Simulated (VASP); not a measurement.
Given:

```yaml
crystal:
  lattice:
    - [6.82630, 0.00000, 0.00000]
    - [0.00000, 6.82630, 0.00000]
    - [0.00000, 0.00000, 4.12205]
  atoms:
    - { symbol: Ba, position: [0.00000, 0.00000, 0.00000] }
    - { symbol: Ba, position: [0.50000, 0.50000, 0.00000] }
    - { symbol: S, position: [0.00000, 0.50000, 0.20729] }
    - { symbol: S, position: [0.50000, 0.00000, 0.79271] }
    - { symbol: S, position: [0.18068, 0.31932, 0.48079] }
    - { symbol: S, position: [0.68068, 0.18068, 0.51921] }
    - { symbol: S, position: [0.31932, 0.81932, 0.51921] }
    - { symbol: S, position: [0.81932, 0.68068, 0.48079] }
```

Level of theory: PBEsol GGA, VASP's PBE PAW potentials (set 64) (plane waves; VASP 6.6.1). Run with 400 eV cut-off, 4×4×6 Γ-centred mesh, tetrahedra with Blöchl corrections, potentials Ba_sv S.

The cores are frozen, which limits the accuracy of field gradients.

Q: Give the principal components of the electric field gradient (V/Å²) and the asymmetry η at each nucleus.

A: 
```json
[
 {"atom": "Ba1", "Vxx": "16.6", "Vyy": "16.6", "Vzz": "-33.3", "η": "0.00"},
 {"atom": "Ba2", "Vxx": "16.6", "Vyy": "16.6", "Vzz": "-33.3", "η": "0.00"},
 {"atom": "S3", "Vxx": "191.0", "Vyy": "47.9", "Vzz": "-238.9", "η": "0.60"},
 {"atom": "S4", "Vxx": "191.0", "Vyy": "47.9", "Vzz": "-238.9", "η": "0.60"},
 {"atom": "S5", "Vxx": "-136.6", "Vyy": "-104.2", "Vzz": "240.8", "η": "0.13"},
 {"atom": "S6", "Vxx": "-136.6", "Vyy": "-104.2", "Vzz": "240.8", "η": "0.13"},
 {"atom": "S7", "Vxx": "-136.6", "Vyy": "-104.2", "Vzz": "240.8", "η": "0.13"},
 {"atom": "S8", "Vxx": "-136.6", "Vyy": "-104.2", "Vzz": "240.8", "η": "0.13"}
]
```

The compound is BaS3 in the sg113 structure. It was relaxed first.
